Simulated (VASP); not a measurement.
Data:

```
CELL_PARAMETERS angstrom
      5.01602     0.00000     0.00000
      0.00000     7.09372     0.00000
      0.00000     0.00000    25.08235
ATOMIC_POSITIONS crystal
  K  0.00000 0.00000 0.35773
  K  0.50000 0.50000 0.44469
  K  0.00000 0.00000 0.55531
  K  0.50000 0.50000 0.64227
  I  0.50000 0.00000 0.45214
  I  0.00000 0.50000 0.34922
  I  0.50000 0.00000 0.65078
  I  0.00000 0.50000 0.54786
```

Level of theory: r2SCAN meta-GGA, VASP's PBE PAW potentials (set 64) (plane waves; VASP 6.6.1). Settings: PREC = Normal, 400 eV cut-off, 4×3×1 Γ-centred mesh, Gaussian smearing of 0.050 eV, potentials K_sv I.

Unless said otherwise, spin-orbit coupling is left out, though it shifts the bands of the heavy elements here.

Problem. What does the run give for the energy per atom (σ→0), band gap (on the k-mesh) with the smallest direct gap where there is one?

Solution. 
| Quantity | Value |
|---|---|
| band gap (on the k-mesh) | 4.20 eV |
| smallest direct gap (on the k-mesh) | 4.20 eV |
| energy per atom (σ→0) | -16.877 eV/atom |

Total energies compare only between runs with the same potentials, cut-off and functional.

The cell is a thin slab with vacuum, built from KI (rock salt): (110) face.
